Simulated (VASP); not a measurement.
Data:

```xyz
8
Lattice="4.5370 0.0000 0.0000 0.0000 4.5370 0.0000 0.0000 0.0000 4.5370" Properties=species:S:1:pos:R:3 pbc="T T T"
Fe     3.9248     2.8807     1.6563
Fe     1.6563     3.9248     2.8807
Fe     0.6122     0.6122     0.6122
Fe     2.8807     1.6563     3.9248
Ge     0.7324     1.5360     3.0009
Ge     3.0009     0.7324     1.5360
Ge     3.8045     3.8045     3.8045
Ge     1.5360     3.0009     0.7324
```

Method: LDA (Ceperley-Alder, Perdew-Zunger), VASP's LDA PAW potentials (set 64) (plane waves; VASP). Numerical set-up: 400 eV cut-off, Gaussian smearing of 0.050 eV, potentials Fe Ge_d.

Give the energies of bands 35 to 48 at the high-symmetry points, in eV from the valence-band maximum.

```json
[
 {"band": "35", "Γ": "-2.31", "X": "-2.16", "M": "-1.53", "R": "-2.35", "X1": "-2.16"},
 {"band": "36", "Γ": "-2.31", "X": "-2.16", "M": "-1.53", "R": "-2.35", "X1": "-2.16"},
 {"band": "37", "Γ": "-1.64", "X": "-1.70", "M": "-1.23", "R": "-0.65", "X1": "-1.70"},
 {"band": "38", "Γ": "-1.64", "X": "-1.70", "M": "-1.23", "R": "-0.65", "X1": "-1.70"},
 {"band": "39", "Γ": "-1.64", "X": "-1.11", "M": "-1.10", "R": "-0.65", "X1": "-1.11"},
 {"band": "40", "Γ": "-0.22", "X": "-1.11", "M": "-1.10", "R": "-0.65", "X1": "-1.11"},
 {"band": "41", "Γ": "-0.22", "X": "-0.34", "M": "-0.95", "R": "-0.53", "X1": "-0.34"},
 {"band": "42", "Γ": "-0.22", "X": "-0.34", "M": "-0.95", "R": "-0.53", "X1": "-0.34"},
 {"band": "43", "Γ": "-0.05", "X": "-0.02", "M": "-0.31", "R": "-0.53", "X1": "-0.02"},
 {"band": "44", "Γ": "-0.05", "X": "-0.02", "M": "-0.31", "R": "-0.53", "X1": "-0.02"},
 {"band": "45", "Γ": "0.51", "X": "0.15", "M": "0.57", "R": "0.36", "X1": "0.15"},
 {"band": "46", "Γ": "0.51", "X": "0.15", "M": "0.57", "R": "0.36", "X1": "0.15"},
 {"band": "47", "Γ": "0.51", "X": "1.64", "M": "1.04", "R": "0.36", "X1": "1.64"},
 {"band": "48", "Γ": "2.54", "X": "1.64", "M": "1.04", "R": "0.36", "X1": "1.64"}
]
```

The gap is indirect, 0.09 eV, from the valence maximum at Γ-R at 0.27 to the conduction minimum at M-Γ at 0.45.

The compound is FeGe in the B20 structure. It was relaxed first, which changed the volume by -10 %. The run is not spin-polarised, so no magnetic state was tried.
